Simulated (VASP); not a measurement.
**Si: transverse stress against strain**

Si (diamond, Fd-3m, 19.715 Å³/atom and stress up to 0.01 GPa in the relaxed cell, cube axes along x, y and z) under a strain ε along a cube axis (axis z), the other axes held. LDA in VASP (plane waves, PAW), 480 eV, 10×10×10 Γ-centred mesh, Gaussian smearing 0.05 eV; ions are relaxed, or left where forces stay under 0.02 eV/Å, within the symmetry of each cell. Stress is positive for a compressed cell.

Here s stands for strain and y for stress xx.

| strain (%) | stress xx (GPa) |
|---|---|
| -1.50 | 1.02 |
| -1.00 | 0.67 |
| -0.50 | 0.32 |
| 0.00 | -0.01 |
| 0.50 | -0.32 |
| 1.00 | -0.62 |
| 1.50 | -0.92 |
| 3.00 | ? |

**Question.** Using a straight line, estimate the missing y at s = 3.00 from the other rows, showing the fit.

**Answer.** Means: s 0, y 0.020. About the means, the sum of products is -4.5200 and the sum of squares of s is 7.0000; the slope is their ratio. Least squares gives y = 0.020 - 0.6457·s. Residuals (row less fit): 0.031, 0.004, -0.023, -0.030, -0.017, 0.006, 0.029; standard error 0.027 (degrees of freedom: 5). The slope gives the elastic constant C12 = 65 ± 1 GPa (± standard error of the fit, which holds the terms cut off). At the withheld row, y = 0.020 - 0.6457 × 3.0 = -1.917 GPa. The calculation gives -1.72 GPa, 0.197 GPa above the prediction (7.2 % of the range of y in the table). The row lies outside the fitted rows, so this is an extrapolation. From the scatter of the fitted rows alone, a prediction at this place has a standard error of 0.042 GPa, so the miss is 4.7 times that.

A polynomial of degree 2 through the 12 other runs of the series gives -1.71 there, so most of the miss is curvature that the fit leaves out. Rows are the converged runs of the series near zero and its far end; series whose fitted rows scatter by over a few per cent of the range, as at a crossing or softening among them, aren't shown in this form, nor equations of state whose B0' disagrees with the runs' pressures. Most that stay on the fit to the last digits aren't either.
